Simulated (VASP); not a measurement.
```
Pm
1.0
    0.00000     2.53143     2.53143
    2.53143     0.00000     2.53143
    2.53143     2.53143     0.00000
Pm
1
Direct
  0.00000   0.00000   0.00000
```

All values below come from PBEsol GGA with spin-orbit coupling, VASP's PBE PAW potentials (set 64) (plane waves; VASP 6.6.1). Numerical set-up: 400 eV cut-off, 11×11×11 Γ-centred mesh, Gaussian smearing of 0.050 eV, potentials Pm_3.

The 4f electrons are frozen in the core of the lanthanide potential, so 4f levels, which can set the real gap, and their magnetism are missing.

Problem. The job: Pm (relaxed from the fcc structure, space group Fm-3m), 1 atom, PBEsol+SOC, static run, 400 eV, 11×11×11 Γ-centred mesh. Roughly how much core time does it take on a busy server core?

Solution. About 50 core-seconds (one run on a shared machine, a rough figure). It had 56 irreducible k-points, 18 bands, up to 1218 plane waves and 11 electronic steps.

The structure was generated: Pm was put into the fcc type (Fm-3m), which need not be its known phase. It was relaxed first.
